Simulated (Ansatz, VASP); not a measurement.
**NiF2 (1T-NiF2 monolayer): VASP beside Ansatz**

Aim: how closely do two programs agree when they are given the same cell, functional and k mesh? The cell is taken from a series of runs on this material, whose earlier steps may have relaxed, scaled, displaced or heated it; both programs get it as it stands.

Calculated with Ansatz 0.2.0; plane waves, with VASP 6.6.1 beside it; single point at PBE with D3(BJ).

## 1. The starting structure

The cell holds 3 atoms: 2 F and 1 Ni. Its edges and angles: a = 3.084 Å, b = 3.084 Å, c = 19.975 Å, α = 90.0°, β = 90.0°, γ = 120.0°. Vacuum lies along c.

## 2. Ansatz: single point, PBE with D3(BJ)

Ansatz runs on its default PAW (the set named soft_2) files.

A single point gives forces, pressure and levels at one fixed geometry, so differences don't come from the geometry; what else differs is listed under the comparison.

Contents of input.yaml:

```yaml
crystal:
  lattice:
    - [3.0836831363, 0.0, 0.0]
    - [-1.5418415681, 2.6705479332, 0.0]
    - [0.0, 0.0, 19.974608244]
  atoms:
    - { symbol: F, position: [0.6666666667, 0.3333333333, 0.4505720408], spin: 0.15 }
    - { symbol: Ni, position: [0.0, 0.0, 0.5], spin: 1.65 }
    - { symbol: F, position: [0.3333333333, 0.6666666667, 0.5494279592], spin: 0.15 }
magnetization:
  spin_polarized: true
kpoints:
  mp_grid: { grid: [24, 24, 1] }
  band_path:
    path: [[0, 0, 0], [0.5, 0, 0], [0.33333333, 0.33333333, 0], [0, 0, 0]]
    npoints: 16
hamiltonian:
  xc: pbe
  dispersion: d3bj
scf:
  occupations: { method: fermi_dirac, width: 0.02585 }
  convergence: { dr2_threshold: 1.0e-10 }
efield:
  axis: 3
  dipole_correction: true
  ramp_position: 0.97
  ramp_width: 0.06
  amplitude: 0
output:
  dos: { projected: true, e_range: [-6, 5] }
  write_potential: true
  write_density: true
  volumetric_format: npy
  elf: true
```

On the command line:

```bash
ansatz run input.yaml --threads 2 --pin off --max-ram 3072MiB --backend cpu --events-out ev --progress --plain --runs-dir out
```

Numbers of over 12 decimals in the logs are rounded to 6 here.

The program printed:

```text
Engine: ansatz 0.2.0, x86_64-unknown-linux-gnu
Pseudopotentials: kind: paw
Pseudopotential: F, paw, valence charge 7, recommended cutoff 420 eV (normal), F.paw.azcp
Pseudopotential: Ni, paw, valence charge 18, recommended cutoff 420 eV (normal), Ni.paw.azcp
Functional definition: PBE
  parameter kappa = 0.804
  parameter beta = 0.066725
  exchange = pbe_x(kappa = kappa, mu = beta*pi^2/3)
  correlation = pbe_c(beta = beta)
Crystal: 3 atoms, lattice volume = 164.493 Å³
Basis set: ecut = 420 eV, 3187 PW (Γ)
Bands: 21, of which v1, the nominal top of the filled ones, is band 16 counted from 1 (15 counted from 0)
Symmetry: 6 space group operations
k-points: 61 of 576 (time reversal used)
Non-local potential: F, projectors of the file, l = 0: 2, l = 1: 2, l = 2: 1
Non-local potential: Ni, projectors of the file, l = 0: 3, l = 1: 2, l = 2: 3, l = 3: 1
PAW form: soft (Blöchl's): semilocal exchange-correlation on the pseudo side does not see the compensation charge
PAW one-centre angular grid: F, 110 points (default); XC on 64 Gauss nodes
PAW one-centre angular grid: Ni, 590 points (default); XC on 64 Gauss nodes
Initial density: superposition of atomic densities (neutral atoms: chi_scale 0, normalization atom)
Starting moments: Σ|m| = 1.95 μB on 3 of 3 sites
Initial wavefunctions: pseudopotential atomic-orbital guess
Functional: x = pbe(κ = 0.804, μ = 0.219515), c = pbe(β = 0.066725)
SCF iter   1: F=—  HF=-7452.662682 eV  |F-HF|=—  |Δ(HF+E_count)|=         —  Δρ=3.35e-2 (↑2.53e-2 ↓3.35e-2)  dr2=1.51e0  dr2_m=5.39e-1  M=2.000 μB ∫|m|=2.023 μB  β_m=1.00  ethr=3.10e-3  p=0.000 e·Å  D=1.27e-13 V/Å  ΔV_dip=-0.00 eV  dr2_dipole=4.15e-10  V_vac-E_F(+/−)=5.70/5.70 eV  ⟨swp⟩=7.4  Hψ=13661  notcnv=0
Mixer restart at iter 1: flushing history
efield: sawtooth ramp at fractional position 0.9700 (set: `efield.ramp_position`, or a place that a band, a saddle search or an elastic batch's reference lends), width 0.0600; the density the first Hamiltonian is built on has a dipole p = 0.000 e·Å; the dipole correction subtracts the counter field D = 1.27e-13 V/Å, which shifts the + side's vacuum level by -0.00 eV against the − side's; the planar-averaged density in the ramp window peaks in size at 6.9e-6 e/Å³
preconditioner: auto → none  [insulator: Δε(μ)=0.758 eV  Ē_g=13.516 eV  σ=0.026 eV  W_gap=1.00  n_scr=12 (ndim 8)  ℏωp=14.2 eV  f_vac=0.768  D(μ)=0.00/eV (n_scr^D=0)  ε∞_Penn≈2.1]
SCF iter   2: F=—  HF=-7454.238800 eV  |F-HF|=—  |Δ(HF+E_count)|=    1.58e0  Δρ=1.35e-2 (↑1.25e-2 ↓1.35e-2)  dr2=3.39e-1  dr2_m=2.82e-3  M=2.000 μB ∫|m|=2.046 μB  β_m=1.00  ethr=3.10e-3  p=0.000 e·Å  D=9.06e-6 V/Å  ΔV_dip=-0.00 eV  dr2_dipole=4.22e-10  V_vac-E_F(+/−)=5.55/5.55 eV  ⟨swp⟩=2.3  Hψ=5723  notcnv=0  defer=46  κ⁻¹=1.0e0(r=1)
density mixer auto → broyden: gapped, with few screened modes (density of states about μ 0.72 of a free-electron gas's, 12 screened modes)
SCF iter   3: F=—  HF=-7455.384519 eV  |F-HF|=—  |Δ(HF+E_count)|=    1.15e0  Δρ=7.72e-3 (↑7.72e-3 ↓7.51e-3)  dr2=8.45e-2  dr2_m=7.56e-4  M=2.000 μB ∫|m|=2.049 μB  β_m=1.00  ethr=1.06e-3  p=-0.000 e·Å  D=-3.52e-6 V/Å  ΔV_dip=0.00 eV  dr2_dipole=1.02e-10  V_vac-E_F(+/−)=5.90/5.90 eV  ⟨swp⟩=2.2  Hψ=4338  notcnv=0  defer=46  κ⁻¹=5.0e-2(r=2)
SCF iter   4: F=—  HF=-7455.905463 eV  |F-HF|=—  |Δ(HF+E_count)|=   5.21e-1  Δρ=3.32e-3 (↑3.31e-3 ↓3.32e-3)  dr2=1.63e-2  dr2_m=5.64e-5  M=2.000 μB ∫|m|=2.048 μB  β_m=1.00  ethr=2.64e-4  p=0.000 e·Å  D=2.26e-6 V/Å  ΔV_dip=-0.00 eV  dr2_dipole=9.19e-12  V_vac-E_F(+/−)=6.14/6.14 eV  ⟨swp⟩=2.9  Hψ=5774  notcnv=0  defer=81  κ⁻¹=1.5e-2(r=3)
SCF iter   5: F=—  HF=-7456.038205 eV  |F-HF|=—  |Δ(HF+E_count)|=   1.33e-1  Δρ=7.84e-4 (↑7.44e-4 ↓7.84e-4)  dr2=1.35e-3  dr2_m=3.95e-6  M=2.000 μB ∫|m|=2.046 μB  β_m=1.00  ethr=5.10e-5  p=0.000 e·Å  D=1.10e-6 V/Å  ΔV_dip=-0.00 eV  dr2_dipole=7.41e-12  V_vac-E_F(+/−)=6.39/6.39 eV  ⟨swp⟩=2.1  Hψ=5061  notcnv=0  defer=81  κ⁻¹=1.7e-3(r=4)
SCF iter   6: F=—  HF=-7456.042771 eV  |F-HF|=—  |Δ(HF+E_count)|=   4.57e-3  Δρ=3.41e-4 (↑3.40e-4 ↓3.41e-4)  dr2=1.92e-4  dr2_m=1.83e-6  M=2.000 μB ∫|m|=2.046 μB  β_m=1.00  ethr=4.23e-6  p=-0.000 e·Å  D=-6.98e-7 V/Å  ΔV_dip=0.00 eV  dr2_dipole=1.49e-12  V_vac-E_F(+/−)=6.44/6.44 eV  ⟨swp⟩=2.6  Hψ=4727  notcnv=0  defer=81  κ⁻¹=5.7e-5(r=5)
SCF iter   7: F=—  HF=-7456.042830 eV  |F-HF|=—  |Δ(HF+E_count)|=   5.83e-5  Δρ=9.98e-5 (↑9.82e-5 ↓9.98e-5)  dr2=1.43e-5  dr2_m=5.59e-7  M=2.000 μB ∫|m|=2.046 μB  β_m=1.00  ethr=5.99e-7  p=0.000 e·Å  D=4.35e-7 V/Å  ΔV_dip=-0.00 eV  dr2_dipole=6.72e-13  V_vac-E_F(+/−)=6.42/6.42 eV  ⟨swp⟩=2.5  Hψ=4381  notcnv=0  defer=81  κ⁻¹=1.1e-5(r=6)
SCF iter   8: F=—  HF=-7456.042848 eV  |F-HF|=—  |Δ(HF+E_count)|=   1.81e-5  Δρ=3.27e-5 (↑3.27e-5 ↓3.23e-5)  dr2=1.84e-6  dr2_m=2.67e-8  M=2.000 μB ∫|m|=2.046 μB  β_m=1.00  ethr=4.47e-8  p=0.000 e·Å  D=8.59e-8 V/Å  ΔV_dip=-0.00 eV  dr2_dipole=4.37e-15  V_vac-E_F(+/−)=6.42/6.42 eV  ⟨swp⟩=2.8  Hψ=4896  notcnv=0  defer=81  κ⁻¹=1.6e-6(r=7)
SCF iter   9: F=—  HF=-7456.042851 eV  |F-HF|=—  |Δ(HF+E_count)|=   2.86e-6  Δρ=1.33e-5 (↑1.05e-5 ↓1.33e-5)  dr2=2.10e-7  dr2_m=7.41e-9  M=2.000 μB ∫|m|=2.046 μB  β_m=1.00  ethr=5.74e-9  p=0.000 e·Å  D=1.73e-8 V/Å  ΔV_dip=-0.00 eV  dr2_dipole=1.43e-16  V_vac-E_F(+/−)=6.42/6.42 eV  ⟨swp⟩=2.0  Hψ=3707  notcnv=0  defer=81  κ⁻¹=1.4e-7(r=8)
SCF iter  10: F=—  HF=-7456.042851 eV  |F-HF|=—  |Δ(HF+E_count)|=   4.64e-7  Δρ=4.47e-6 (↑4.10e-6 ↓4.47e-6)  dr2=3.30e-8  dr2_m=3.45e-10  M=2.000 μB ∫|m|=2.046 μB  β_m=1.00  ethr=6.57e-10  p=0.000 e·Å  D=6.70e-9 V/Å  ΔV_dip=-0.00 eV  dr2_dipole=1.26e-15  V_vac-E_F(+/−)=6.42/6.42 eV  ⟨swp⟩=2.1  Hψ=4455  notcnv=0  defer=81  κ⁻¹=8.8e-8(r=8)
SCF iter  11: F=—  HF=-7456.042851 eV  |F-HF|=—  |Δ(HF+E_count)|=   5.96e-8  Δρ=1.62e-6 (↑1.62e-6 ↓1.52e-6)  dr2=4.46e-9  dr2_m=1.89e-10  M=2.000 μB ∫|m|=2.046 μB  β_m=1.00  ethr=1.03e-10  p=0.000 e·Å  D=3.52e-8 V/Å  ΔV_dip=-0.00 eV  dr2_dipole=8.78e-17  V_vac-E_F(+/−)=6.42/6.42 eV  ⟨swp⟩=2.0  Hψ=4195  notcnv=0  defer=81  κ⁻¹=1.5e-7(r=8)
SCF iter  12: F=—  HF=-7456.042851 eV  |F-HF|=—  |Δ(HF+E_count)|=   1.06e-8  Δρ=5.99e-7 (↑5.01e-7 ↓5.99e-7)  dr2=4.50e-10  dr2_m=3.02e-11  M=2.000 μB ∫|m|=2.046 μB  β_m=1.00  ethr=1.39e-11  p=0.000 e·Å  D=3.44e-8 V/Å  ΔV_dip=-0.00 eV  dr2_dipole=1.12e-14  V_vac-E_F(+/−)=6.42/6.42 eV  ⟨swp⟩=2.0  Hψ=4438  notcnv=0  defer=81  κ⁻¹=4.8e-8(r=8)
SCF iter  13: F=—  HF=-7456.042851 eV  |F-HF|=—  |Δ(HF+E_count)|=   1.39e-9  Δρ=2.83e-7 (↑2.43e-7 ↓2.83e-7)  dr2=1.08e-10  dr2_m=2.10e-12  M=2.000 μB ∫|m|=2.046 μB  β_m=1.00  ethr=1.41e-12  p=-0.000 e·Å  D=-3.79e-8 V/Å  ΔV_dip=0.00 eV  dr2_dipole=4.38e-15  V_vac-E_F(+/−)=6.42/6.42 eV  ⟨swp⟩=2.4  Hψ=4481  notcnv=0  defer=81  κ⁻¹=4.3e-8(r=8)
SCF iter  14: F=—  HF=-7456.042851 eV  |F-HF|=—  |Δ(HF+E_count)|=  4.55e-10  Δρ=1.15e-7 (↑5.55e-8 ↓1.15e-7)  dr2=8.86e-12  dr2_m=2.60e-12  M=2.000 μB ∫|m|=2.046 μB  β_m=1.00  ethr=1.00e-12  p=0.000 e·Å  D=1.56e-8 V/Å  ΔV_dip=-0.00 eV  dr2_dipole=1.66e-15  V_vac-E_F(+/−)=6.42/6.42 eV  ⟨swp⟩=2.5  Hψ=4370  notcnv=0  defer=81  κ⁻¹=8.6e-8(r=8)
SCF iter  15: F=-7456.042851 eV  HF=-7456.042851 eV  |F-HF|=2.18e-11  |Δ(HF+E_count)|=  1.00e-11  Δρ=6.96e-8 (↑4.24e-8 ↓6.96e-8)  dr2=3.59e-12  dr2_m=5.02e-13  M=2.000 μB ∫|m|=2.046 μB  ethr=1.00e-12  p=-0.000 e·Å  D=-1.10e-9 V/Å  ΔV_dip=0.00 eV  dr2_dipole=6.31e-19  V_vac-E_F(+/−)=6.42/6.42 eV  ⟨swp⟩=4.7  Hψ=7778  notcnv=0
SCF 1 converged in 15 iterations: F = -7456.042851 eV  dr2 = 3.59e-12
  greatest PAW one-centre occupation: 1.002 electrons in one spin orbital (limit 2), on the Ni atom at site 1 (counted from 0), in its partial waves of l = 1
WARN: The output density's exchange-correlation potential varies sharply where the density is thin. Do not read a vacuum level from v_tot or v_xc, or from such a field of the output density. On a cell that repeats whose density bears no net charge and no dipole along the vacuum's axis use v_es (v_loc + v_h of the components); under efield.dipole_correction with no amplitude use v_es + v_field, which holds any externa [...]
this state was not tested for a lower state beside it, because the mixer in use, unlike msr1, does not test its closes by its own steps (another_mixer; see scf.mixing.algorithm and scf.lower_state_search)
NSCF: frozen V_eff on 49 k-points
efield: sawtooth ramp at fractional position 0.9700 (kept from the solve that this one continues, or follows in the run), width 0.0600; the density the first Hamiltonian is built on has a dipole p = -0.000 e·Å; the dipole correction subtracts the counter field D = -1.10e-9 V/Å, which shifts the + side's vacuum level by +0.00 eV against the − side's; the planar-averaged density in the ramp window peaks in size at 1.8e-5 e/Å³
SCF converged after 15 iterations
Magnetization: 2.0000 μB (17.0000 up, 15.0000 down)
Absolute magnetization: 2.0444 μB (∫|ρ↑−ρ↓|, with the PAW one-centre terms)
Spin contamination: 0.0016 ħ² per cell (⟨S²⟩ above its minimum at these occupations)
Per-site moments (μB) at R_I (Å): [(0.145636, 0.839766), (1.651135, 0.839766), (0.145636, 0.839766)]
Free energy (F): -7456.042851 eV
Harris-Foulkes:  -7456.042851 eV  (|F-HF|=2.18e-11)
Internal energy: -7456.042851 eV  (E = F + TS)
E sigma→0 (E₀):  -7456.042851 eV
Fermi energy:    -3.589539 eV
Dipole field:    D = -0.000000 V/Å  (p = -0.000000 e·Å, saw-weighted, corrected)
Work function:   Φ+ = 6.4206 eV   Φ− = 6.4208 eV
Levels:          The Fermi level and band energies are counted from a zero that moves with the ramp; work functions are not
--- Per-component energies (eV) ---
  E_band       = -879.090736
  E_kinetic    = 685.774998
  E_local      = -33370.135969  (includes V_loc(G=0)·N_el)
  E_nonlocal   = 791.976952
  E_hartree    = 15992.395118
  E_xc         = -240.078650
  E_vxc        = -308.078620  (∫ρ·V_xc dr)
  E_paw        = -2034.918704  (= ΣΔE_a)
  E_vpaw       = -663.423155  (= ΣTr[D̂ρ^β])
  E_aug_tail   = 0.004916  (compensation charges beyond the density's cutoff)
  E_efield     = 0.000000  (sawtooth field / dipole correction)
  E_vefield    = 0.000000  (∫n·V_field dr)
  E_ewald      = 10719.165355
  E_disp       = -0.226869  (pairwise vdW)
  E_smearing   = -0.000000  (= −TS)
  E_closure    = -0.000000  (closes the sum)
  Σ components = -7456.042851   (vs F -7456.042851, Δ=0.00e0)
--- Band table (eV; the first three rows and the last of 122) ---
  k-point 0 ↑: bands = [... 12 lower, -6.0712, -6.0712, -5.3020, -4.8148, -4.8148, -0.5414, 1.9298, 2.6894, ... 1 higher]
  k-point 1 ↑: bands = [... 12 lower, -6.0598, -6.0518, -5.3023, -4.8407, -4.8240, -0.4789, 1.9724, 2.7254, ... 1 higher]
  k-point 2 ↑: bands = [... 12 lower, -6.0325, -5.9981, -5.3050, -4.9129, -4.8505, -0.2961, 2.0976, 2.8334, ... 1 higher]
  k-point 60 ↓: bands = [... 12 lower, -4.7821, -4.6002, -4.6002, -2.6481, -2.6481, 5.4179, 7.2613, 7.2613, ... 1 higher]
```

[end of part 1 of 2]

[Lines on the potential files, build, host, timing and source positions are cut from VASP's logs without a mark.]

[Logs are printed without paths, hosts, clocks, repeated set-up lines and the standing remarks that a program may print on its own settings, such as how far it seeks lower states.]

[Hosts, paths, dates, database ids (printed as entryN), source tags and the programs' standing remarks are cut or masked in the printed files.]
